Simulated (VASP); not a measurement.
## GaSn: relaxation of cell and atoms with BLYP

GaSn:

```
Ga Sn
1.0
     0.00000    2.90288    3.09822
     2.72925    0.00000    3.09822
     2.72925    2.90288    0.00000
Ga Sn
1 1
Direct
  0.50000 0.50000 0.50000
  0.00000 0.00000 0.00000
```

The cell was built by a generator and needn't be a form met in nature.

```yaml
Program: VASP 6.6.1
Task: relaxation of cell and atoms
Functional: BLYP
Potentials_or_basis: VASP PAW PBE potentials, release 64 (Ga_d, Sn_d)
Cutoff: 600 eV
k_mesh: 8 × 8 × 8
Occupations: fermi-dirac, width 0.05 eV
Spin: no spin polarisation
Further_INCAR_settings: ALGO = Normal; EDIFF = 1e-06; IBRION = 2; EDIFFG = -0.02; NSW = 40; ISIF = 3
```

```
Relaxed volume                         : 26.98 Å³/atom
Relaxed cell                           : a = 4.241 Å, b = 4.242 Å, c = 4.242 Å, α = 59.98°, β = 60.02°, γ = 60.00°
Space group after relaxing (to 0.05 Å) : Fm-3m (No. 225)
Energy gained by relaxing              : 87.6 meV/atom
Ionic steps                            : 9
Pressure after relaxing                : -0.1 GPa
Band gap on the k mesh                 : none (metal or under the smearing width)
```

The path:
| step | energy change (eV) | largest force (eV/Å) | pressure (GPa) | volume (Å³) |
| --- | --- | --- | --- | --- |
| 1 | 0.0000 | 0.0000 | 5.31 | 49.09 |
| 2 | -0.1613 | 0.0000 | -0.52 | 55.01 |
| 3 | -0.1619 | 0.0000 | -1.18 | 56.14 |
| 4 | -0.1626 | 0.0000 | -0.89 | 55.66 |
| 5 | -0.1735 | 0.0000 | -0.42 | 54.70 |
| 6 | -0.1750 | 0.0000 | -0.20 | 54.27 |
| 7 | -0.1750 | 0.0000 | -0.11 | 54.14 |
| 8 | -0.1750 | 0.0000 | -0.16 | 54.17 |
| 9 | -0.1752 | 0.0000 | -0.06 | 53.96 |

Final structure:
```xyz
2
Lattice="0.0000 2.9982 2.9993 3.0003 0.0000 2.9993 3.0003 2.9982 0.0000" Properties=species:S:1:pos:R:3 pbc="T T T"
Ga    3.0003    2.9982    2.9993
Sn    0.0000    2.9982    2.9993
```

Levels at points of the mesh, in eV from the Fermi level:
```tsv
k point	band 10	band 11	band 12	band 13	band 14	band 15	band 16	band 17
(0.00, 0.00, 0.00)	-14.85	-10.09	0.01	1.01	1.01	1.02	6.25	6.27
(0.50, 0.00, 0.00)	-14.84	-7.46	-6.64	1.67	1.68	2.35	2.35	2.98
(0.50, 0.50, 0.00)	-14.83	-7.08	-3.82	-3.61	-1.35	-1.34	3.87	8.74
(0.50, 0.00, 0.50)	-14.83	-7.07	-3.82	-3.62	-1.35	-1.35	3.87	8.74
(0.00, 0.50, 0.50)	-14.83	-7.08	-3.82	-3.61	-1.35	-1.34	3.87	8.73
```

Wall time 3.7 min on 1 thread of Intel(R) Xeon(R) 6975P-C (Granite Rapids), on a shared host, peak memory 0.27 GiB.

Caveat: the PAW data sets were made with another functional, which shifts forces and pressure a little.
